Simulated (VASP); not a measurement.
# Ta(110) over its thickness, part 2 of 3

How many layers does a slab of Ta(110) need before surface energy, work function and relaxation settle?

VASP 6.6.1; PBE; plane waves and PAW (Ta).

So far. Step 10 (Surface relaxation, layers 7): The run ended after 12 ionic steps, 0.064 eV below its first step, once the forces on the free atoms met EDIFFG = -0.01. Step 11 (The vacuum level, layers 7): The vacuum level lies 4.73 eV above the Fermi level at the upper face; both faces agree, as the slab has next to no dipole.

## 12. Relaxing the slab, layers 8

System of this step: Ta(110). The cell holds 8 atoms: 8 Ta. Cell: a = 3.310 Å, b = 2.867 Å, c = 31.384 Å, α = 90.0°, β = 90.0°, γ = 54.7°. It derives from Ta. 8 layers of bcc Ta, cut at this functional's lattice. Vacuum lies along c.

Contents of INCAR:

```
SYSTEM = Ta
PREC = Normal
ENCUT = 320
EDIFF = 1E-06
NELM = 120
ISMEAR = 1
SIGMA = 0.15
LREAL = .FALSE.
ALGO = Fast
GGA = PE
NBANDS = 28
LASPH = .TRUE.
LORBIT = 11
LWAVE = .FALSE.
LCHARG = .FALSE.
KPAR = 4
IBRION = 2
NSW = 50
ISIF = 2
EDIFFG = -0.01
POTIM = 0.4
MAXMIX = 40
```

Contents of POSCAR:

```
Ta
1.0
    3.3100000000      0.0000000000      0.0000000000
    1.6550000000      2.3405234457      0.0000000000
    0.0000000000      0.0000000000     31.3836641201
Ta
8
Direct
    0.5000000000      0.0000000000      0.2389778300
    0.0000000000      0.0000000000      0.3135555900
    0.5000000000      0.0000000000      0.3881333600
    0.0000000000      0.0000000000      0.4627111200
    0.5000000000      0.0000000000      0.5372888800
    0.0000000000      0.0000000000      0.6118666400
    0.5000000000      0.0000000000      0.6864444100
    0.0000000000      0.0000000000      0.7610221700
```

Contents of KPOINTS:

```
Automatic mesh
0
Gamma
14 14 1
0 0 0
```

Potentials, in the order of the species: Ta (PBE family, release 64).

Command:

```bash
$ mpirun -np 4 vasp_std
```

Run time: 4.4 min. Hardware: 4 MPI ranks of Intel Xeon 6975P-C (Granite Rapids), shared host; peak memory 1.1 GiB.

The run ended after 16 ionic steps, 0.064 eV below its first step, once the forces on the free atoms met EDIFFG = -0.01.

## 13. The vacuum level, layers 8

INCAR: that of step 12 with these lines changed.

```diff
@@ -16,7 +16,6 @@
 KPAR = 4
-IBRION = 2
-NSW = 50
-ISIF = 2
-EDIFFG = -0.01
-POTIM = 0.4
-MAXMIX = 40
+IDIPOL = 3
+LDIPOL = .TRUE.
+DIPOL = 0.5 0.5 0.5
+LVHAR = .TRUE.
+LVACPOTAV = .TRUE.
```

Contents of POSCAR:

```
Ta
1.0
    3.3100000000      0.0000000000      0.0000000000
    1.6550000000      2.3405234457      0.0000000000
    0.0000000000      0.0000000000     31.3836641201
Ta
8
Direct
    0.5000000000      0.0000000000      0.2424889890
    0.0000000000      0.0000000000      0.3133936495
    0.5000000000      0.0000000000      0.3880232528
    0.0000000000      0.0000000000      0.4626685170
    0.5000000000      0.0000000000      0.5373314830
    0.0000000000      0.0000000000      0.6119767472
    0.5000000000      0.0000000000      0.6866063505
    0.0000000000      0.0000000000      0.7575110110
```

KPOINTS is that of step 12.

Command:

```bash
$ mpirun -np 4 vasp_std
```

Wall time 57 s (4 MPI ranks); peak memory 1.1 GiB; 3.7 min of CPU time.

The planar average of the electrostatic potential oscillates, so the rows of the table below give means over windows of 2.35 Å about each position, cut where the curve ends. Its maxima inside the range that stand out by 2 % of the span (Å: eV): 8.7: -2.28, 11.0: -1.31, 13.3: -1.29, 15.7: -1.31, 18.0: -1.29, 20.4: -1.31, 22.6: -2.28. Its minima: 7.6: -9.91, 9.9: -9.80, 12.2: -9.67, 14.6: -9.70, 16.8: -9.70, 19.2: -9.67, 21.5: -9.80, 23.8: -9.91.

Zero at the Fermi level. Table of planar average of the electrostatic potential by height; means over each step:

height (Å), planar average of the electrostatic potential (eV) and a bar from the least value:
```
     1.18       4.73 ##############################
     3.53       4.71 ##############################
     5.88       1.83 ######################
     8.23      -6.30 
    10.58      -5.74 ##
    12.93      -5.70 ##
    15.28      -5.72 ##
    17.63      -5.71 ##
    19.98      -5.70 ##
    22.33      -6.30 
    24.68      -2.95 #########
    27.03       4.62 ##############################
    29.38       4.73 ##############################
```

The vacuum level lies 4.72 eV above the Fermi level at the upper face; both faces agree, as the slab has next to no dipole.

The program found no field-free point at its default tolerance, but its printed level agrees with the flat part of the planar average.

## 14. Relaxing the slab, layers 9

System of this step: Ta(110). The cell holds 9 atoms: 9 Ta. Cell: a = 3.310 Å, b = 2.867 Å, c = 33.724 Å, α = 90.0°, β = 90.0°, γ = 54.7°. It derives from Ta. 9 layers of bcc Ta, cut at this functional's lattice. Vacuum lies along c.

Contents of INCAR:

```
SYSTEM = Ta
PREC = Normal
ENCUT = 320
EDIFF = 1E-06
NELM = 120
ISMEAR = 1
SIGMA = 0.15
LREAL = .FALSE.
ALGO = Fast
GGA = PE
NBANDS = 31
LASPH = .TRUE.
LORBIT = 11
LWAVE = .FALSE.
LCHARG = .FALSE.
KPAR = 4
IBRION = 2
NSW = 50
ISIF = 2
EDIFFG = -0.01
POTIM = 0.4
MAXMIX = 40
```

Contents of POSCAR:

```
Ta
1.0
    3.3100000000      0.0000000000      0.0000000000
    1.6550000000      2.3405234457      0.0000000000
    0.0000000000      0.0000000000     33.7241875658
Ta
9
Direct
    0.0000000000      0.0000000000      0.2223923100
    0.5000000000      0.0000000000      0.2917942300
    0.0000000000      0.0000000000      0.3611961600
    0.5000000000      0.0000000000      0.4305980800
    0.0000000000      0.0000000000      0.5000000000
    0.5000000000      0.0000000000      0.5694019200
    0.0000000000      0.0000000000      0.6388038400
    0.5000000000      0.0000000000      0.7082057700
    0.0000000000      0.0000000000      0.7776076900
```

KPOINTS is that of step 13.

Command:

```bash
$ mpirun -np 4 vasp_std
```

Wall time 5.7 min (4 MPI ranks); peak memory 1.2 GiB; 23 min of CPU time.

The run ended after 16 ionic steps, 0.064 eV below its first step, once the forces on the free atoms met EDIFFG = -0.01.

## 15. The vacuum level, layers 9

INCAR: that of step 14 with these lines changed.

```diff
@@ -16,7 +16,6 @@
 KPAR = 4
-IBRION = 2
-NSW = 50
-ISIF = 2
-EDIFFG = -0.01
-POTIM = 0.4
-MAXMIX = 40
+IDIPOL = 3
+LDIPOL = .TRUE.
+DIPOL = 0.5 0.5 0.5
+LVHAR = .TRUE.
+LVACPOTAV = .TRUE.
```

Contents of POSCAR:

```
Ta
1.0
    3.3100000000      0.0000000000      0.0000000000
    1.6550000000      2.3405234457      0.0000000000
    0.0000000000      0.0000000000     33.7241875658
Ta
9
Direct
    0.0000000000      0.0000000000      0.2256677221
    0.5000000000      0.0000000000      0.2916461540
    0.0000000000      0.0000000000      0.3610489442
    0.5000000000      0.0000000000      0.4304721101
    0.0000000000      0.0000000000      0.5000000000
    0.5000000000      0.0000000000      0.5695278899
    0.0000000000      0.0000000000      0.6389510558
    0.5000000000      0.0000000000      0.7083538460
    0.0000000000      0.0000000000      0.7743322779
```

KPOINTS is that of step 14.

Command:

```bash
$ mpirun -np 4 vasp_std
```

Elapsed: 66 s, on 4 MPI ranks; peak memory 1.1 GiB.

The vacuum level lies 4.73 eV above the Fermi level at the upper face; both faces agree, as the slab has next to no dipole.

The program found no field-free point at its default tolerance, but its printed level agrees with the flat part of the planar average.

## 16. Relaxing the slab, layers 10

System of this step: Ta(110). The cell holds 10 atoms: 10 Ta. Cell: a = 3.310 Å, b = 2.867 Å, c = 36.065 Å, α = 90.0°, β = 90.0°, γ = 54.7°. It derives from Ta. 10 layers of bcc Ta, cut at this functional's lattice. Vacuum lies along c.

Contents of INCAR:

```
SYSTEM = Ta
PREC = Normal
ENCUT = 320
EDIFF = 1E-06
NELM = 120
ISMEAR = 1
SIGMA = 0.15
LREAL = .FALSE.
ALGO = Fast
GGA = PE
NBANDS = 35
LASPH = .TRUE.
LORBIT = 11
LWAVE = .FALSE.
LCHARG = .FALSE.
KPAR = 4
IBRION = 2
NSW = 50
ISIF = 2
EDIFFG = -0.01
POTIM = 0.4
MAXMIX = 40
```

Contents of POSCAR:

```
Ta
1.0
    3.3100000000      0.0000000000      0.0000000000
    1.6550000000      2.3405234457      0.0000000000
    0.0000000000      0.0000000000     36.0647110115
Ta
10
Direct
    0.5000000000      0.0000000000      0.2079595200
    0.0000000000      0.0000000000      0.2728574000
    0.5000000000      0.0000000000      0.3377552900
    0.0000000000      0.0000000000      0.4026531700
    0.5000000000      0.0000000000      0.4675510600
    0.0000000000      0.0000000000      0.5324489400
    0.5000000000      0.0000000000      0.5973468300
    0.0000000000      0.0000000000      0.6622447100
    0.5000000000      0.0000000000      0.7271426000
    0.0000000000      0.0000000000      0.7920404800
```

KPOINTS is that of step 15.

Command:

```bash
$ mpirun -np 4 vasp_std
```

Wall time 6.8 min (4 MPI ranks); peak memory 1.3 GiB; 27 min of CPU time.

The run ended after 17 ionic steps, 0.068 eV below its first step, once the forces on the free atoms met EDIFFG = -0.01.

## 17. The vacuum level, layers 10

INCAR: that of step 16 with these lines changed.

```diff
@@ -16,7 +16,6 @@
 KPAR = 4
-IBRION = 2
-NSW = 50
-ISIF = 2
-EDIFFG = -0.01
-POTIM = 0.4
-MAXMIX = 40
+IDIPOL = 3
+LDIPOL = .TRUE.
+DIPOL = 0.5 0.5 0.5
+LVHAR = .TRUE.
+LVACPOTAV = .TRUE.
```

Contents of POSCAR:

```
Ta
1.0
    3.3100000000      0.0000000000      0.0000000000
    1.6550000000      2.3405234457      0.0000000000
    0.0000000000      0.0000000000     36.0647110115
Ta
10
Direct
    0.5000000000      0.0000000000      0.2111697880
    0.0000000000      0.0000000000      0.2727702687
    0.5000000000      0.0000000000      0.3376512023
    0.0000000000      0.0000000000      0.4025198570
    0.5000000000      0.0000000000      0.4675081818
    0.0000000000      0.0000000000      0.5324918182
    0.5000000000      0.0000000000      0.5974801430
    0.0000000000      0.0000000000      0.6623487977
    0.5000000000      0.0000000000      0.7272297313
    0.0000000000      0.0000000000      0.7888302120
```

KPOINTS is that of step 16.

Command:

```bash
$ mpirun -np 4 vasp_std
```

Run time: 82 s. Hardware: 4 MPI ranks; peak memory 1.3 GiB; 5.4 min of CPU time.

The planar average of the electrostatic potential oscillates, so the rows of the table below give means over windows of 2.37 Å about each position, cut where the curve ends. Its maxima inside the range that stand out by 2 % of the span (Å: eV): 8.7: -2.34, 11.0: -1.33, 13.3: -1.35, 15.7: -1.28, 18.0: -1.27, 20.4: -1.28, 22.8: -1.35, 25.0: -1.33, 27.4: -2.34. Its minima: 7.6: -9.88, 9.8: -9.77, 12.2: -9.68, 14.5: -9.71, 16.9: -9.69, 19.2: -9.69, 21.5: -9.71, 23.9: -9.68, 26.3: -9.77, 28.5: -9.88.

Zero at the Fermi level. The planar average of the electrostatic potential by height; means over each step:

```
height (Å)  planar average of the electrostatic potential (eV)
      1.19                                                4.74
      3.56                                                4.73
      5.93                                                1.60
      8.29                                               -6.34
     10.67                                               -5.75
     13.04                                               -5.72
     15.41                                               -5.72
     17.77                                               -5.72
     20.14                                               -5.72
     22.52                                               -5.74
     24.89                                               -5.75
     27.25                                               -6.41
     29.62                                               -1.34
     32.00                                                4.69
     34.37                                                4.74
```

The vacuum level lies 4.74 eV above the Fermi level at the upper face; both faces agree, as the slab has next to no dipole.

The program found no field-free point at its default tolerance, but its printed level agrees with the flat part of the planar average.

## 18. Surface relaxation, layers 11

System of this step: Ta(110). The cell holds 11 atoms: 11 Ta. Its edges and angles: a = 3.310 Å, b = 2.867 Å, c = 38.405 Å, α = 90.0°, β = 90.0°, γ = 54.7°. It derives from Ta. 11 layers of bcc Ta, cut at this functional's lattice. Vacuum lies along c.

Contents of INCAR:

```
SYSTEM = Ta
PREC = Normal
ENCUT = 320
EDIFF = 1E-06
NELM = 120
ISMEAR = 1
SIGMA = 0.15
LREAL = .FALSE.
ALGO = Fast
GGA = PE
NBANDS = 38
LASPH = .TRUE.
LORBIT = 11
LWAVE = .FALSE.
LCHARG = .FALSE.
KPAR = 4
IBRION = 2
NSW = 50
ISIF = 2
EDIFFG = -0.01
POTIM = 0.4
MAXMIX = 40
```

Contents of POSCAR:

```
Ta
1.0
    3.3100000000      0.0000000000      0.0000000000
    1.6550000000      2.3405234457      0.0000000000
    0.0000000000      0.0000000000     38.4052344573
Ta
11
Direct
    0.0000000000      0.0000000000      0.1952858800
    0.5000000000      0.0000000000      0.2562287000
    0.0000000000      0.0000000000      0.3171715300
    0.5000000000      0.0000000000      0.3781143500
    0.0000000000      0.0000000000      0.4390571800
    0.5000000000      0.0000000000      0.5000000000
    0.0000000000      0.0000000000      0.5609428200
    0.5000000000      0.0000000000      0.6218856500
    0.0000000000      0.0000000000      0.6828284700
    0.5000000000      0.0000000000      0.7437713000
    0.0000000000      0.0000000000      0.8047141200
```

KPOINTS is that of step 17.

Command:

```bash
$ mpirun -np 4 vasp_std
```

Elapsed: 7.7 min, on 4 MPI ranks; peak memory 1.4 GiB; 31 min of CPU time.

The run ended after 15 ionic steps, 0.067 eV below its first step, once the forces on the free atoms met EDIFFG = -0.01.

## 19. The vacuum level, layers 11

INCAR: that of step 18 with these lines changed.

```diff
@@ -16,7 +16,6 @@
 KPAR = 4
-IBRION = 2
-NSW = 50
-ISIF = 2
-EDIFFG = -0.01
-POTIM = 0.4
-MAXMIX = 40
+IDIPOL = 3
+LDIPOL = .TRUE.
+DIPOL = 0.5 0.5 0.5
+LVHAR = .TRUE.
+LVACPOTAV = .TRUE.
```

Contents of POSCAR:

```
Ta
1.0
    3.3100000000      0.0000000000      0.0000000000
    1.6550000000      2.3405234457      0.0000000000
    0.0000000000      0.0000000000     38.4052344573
Ta
11
Direct
    0.0000000000      0.0000000000      0.1982450465
    0.5000000000      0.0000000000      0.2561142497
    0.0000000000      0.0000000000      0.3170760138
    0.5000000000      0.0000000000      0.3779570708
    0.0000000000      0.0000000000      0.4390239237
    0.5000000000      0.0000000000      0.5000000000
    0.0000000000      0.0000000000      0.5609760763
    0.5000000000      0.0000000000      0.6220429292
    0.0000000000      0.0000000000      0.6829239862
    0.5000000000      0.0000000000      0.7438857503
    0.0000000000      0.0000000000      0.8017549535
```

KPOINTS is that of step 18.

Command:

```bash
$ mpirun -np 4 vasp_std
```

Wall time 2.3 min (4 MPI ranks); peak memory 1.4 GiB.

The planar average of the electrostatic potential oscillates, so the rows of the table below give means over windows of 2.29 Å about each position, cut where the curve ends. Its maxima inside the range that stand out by 2 % of the span (Å: eV): 8.7: -2.32, 11.0: -1.32, 13.4: -1.32, 15.7: -1.28, 18.1: -1.30, 20.3: -1.30, 22.7: -1.28, 25.0: -1.32, 27.4: -1.32, 29.7: -2.32. Its minima: 7.5: -9.88, 9.8: -9.79, 12.2: -9.64, 14.5: -9.72, 16.9: -9.67, 19.2: -9.71, 21.5: -9.67, 23.9: -9.72, 26.2: -9.64, 28.6: -9.79, 30.9: -9.88.

Zero at the Fermi level. Planar average of the electrostatic potential against height; means over each step:

| height (Å) | planar average of the electrostatic potential (eV) |
| --- | --- |
| 1.15 | 4.74 |
| 3.44 | 4.73 |
| 5.72 | 2.60 |
| 8.02 | -6.26 |
| 10.30 | -5.76 |
| 12.59 | -5.72 |
| 14.88 | -5.73 |
| 17.18 | -5.75 |
| 19.46 | -5.76 |
| 21.75 | -5.77 |
| 24.04 | -5.78 |
| 26.34 | -5.77 |
| 28.62 | -5.97 |
| 30.91 | -5.89 |
| 33.21 | 4.04 |
| 35.50 | 4.74 |
| 37.79 | 4.74 |

The vacuum level lies 4.74 eV above the Fermi level at the upper face; both faces agree, as the slab has next to no dipole.

The program found no field-free point at its default tolerance, but its printed level agrees with the flat part of the planar average.

## 20. Surface relaxation, layers 12

System of this step: Ta(110). The cell holds 12 atoms: 12 Ta. Cell: a = 3.310 Å, b = 2.867 Å, c = 40.746 Å, α = 90.0°, β = 90.0°, γ = 54.7°. It derives from Ta. 12 layers of bcc Ta, cut at this functional's lattice. Vacuum lies along c.

Contents of INCAR:

```
SYSTEM = Ta
PREC = Normal
ENCUT = 320
EDIFF = 1E-06
NELM = 120
ISMEAR = 1
SIGMA = 0.15
LREAL = .FALSE.
ALGO = Fast
GGA = PE
NBANDS = 42
LASPH = .TRUE.
LORBIT = 11
LWAVE = .FALSE.
LCHARG = .FALSE.
KPAR = 4
IBRION = 2
NSW = 50
ISIF = 2
EDIFFG = -0.01
POTIM = 0.4
MAXMIX = 40
```

Contents of POSCAR:

```
Ta
1.0
    3.3100000000      0.0000000000      0.0000000000
    1.6550000000      2.3405234457      0.0000000000
    0.0000000000      0.0000000000     40.7457579030
Ta
12
Direct
    0.5000000000      0.0000000000      0.1840682400
    0.0000000000      0.0000000000      0.2415103800
    0.5000000000      0.0000000000      0.2989525200
    0.0000000000      0.0000000000      0.3563946600
    0.5000000000      0.0000000000      0.4138367900
    0.0000000000      0.0000000000      0.4712789300
    0.5000000000      0.0000000000      0.5287210700
    0.0000000000      0.0000000000      0.5861632100
    0.5000000000      0.0000000000      0.6436053400
    0.0000000000      0.0000000000      0.7010474800
    0.5000000000      0.0000000000      0.7584896200
    0.0000000000      0.0000000000      0.8159317600
```

KPOINTS is that of step 19.

Command:

```bash
$ mpirun -np 4 vasp_std
```

The job ended after 8.5 min (4 MPI ranks; peak memory 1.5 GiB; 31 min of CPU time).

The run ended after 11 ionic steps, 0.064 eV below its first step, once the forces on the free atoms met EDIFFG = -0.01.

## 21. The vacuum level, layers 12

INCAR: that of step 20 with these lines changed.

```diff
@@ -16,7 +16,6 @@
 KPAR = 4
-IBRION = 2
-NSW = 50
-ISIF = 2
-EDIFFG = -0.01
-POTIM = 0.4
-MAXMIX = 40
+IDIPOL = 3
+LDIPOL = .TRUE.
+DIPOL = 0.5 0.5 0.5
+LVHAR = .TRUE.
+LVACPOTAV = .TRUE.
```

Contents of POSCAR:

```
Ta
1.0
    3.3100000000      0.0000000000      0.0000000000
    1.6550000000      2.3405234457      0.0000000000
    0.0000000000      0.0000000000     40.7457579030
Ta
12
Direct
    0.5000000000      0.0000000000      0.1861432987
    0.0000000000      0.0000000000      0.2408016956
    0.5000000000      0.0000000000      0.2983453093
    0.0000000000      0.0000000000      0.3558373980
    0.5000000000      0.0000000000      0.4135162478
    0.0000000000      0.0000000000      0.4711812338
    0.5000000000      0.0000000000      0.5288187662
    0.0000000000      0.0000000000      0.5864837522
    0.5000000000      0.0000000000      0.6441626020
    0.0000000000      0.0000000000      0.7016546907
    0.5000000000      0.0000000000      0.7591983044
    0.0000000000      0.0000000000      0.8138567013
```

KPOINTS is that of step 20.

Command:

```bash
$ mpirun -np 4 vasp_std
```

Wall time 2.2 min (4 MPI ranks); peak memory 1.5 GiB.

The vacuum level lies 4.74 eV above the Fermi level at the upper face; both faces agree, as the slab has next to no dipole.

The program found no field-free point at its default tolerance, but its printed level agrees with the flat part of the planar average.

(Continued in part 3 of 3.)

[Lines on the potential files, build, host, timing and source positions are cut from VASP's logs without a mark.]

[Logs are printed without paths, hosts, clocks, repeated set-up lines and the standing remarks that a program may print on its own settings, such as how far it seeks lower states.]

[Hosts, paths, dates, database ids (printed as entryN), source tags and the programs' standing remarks are cut or masked in the printed files.]

[Runs that stopped without an error message from VASP are left out.]
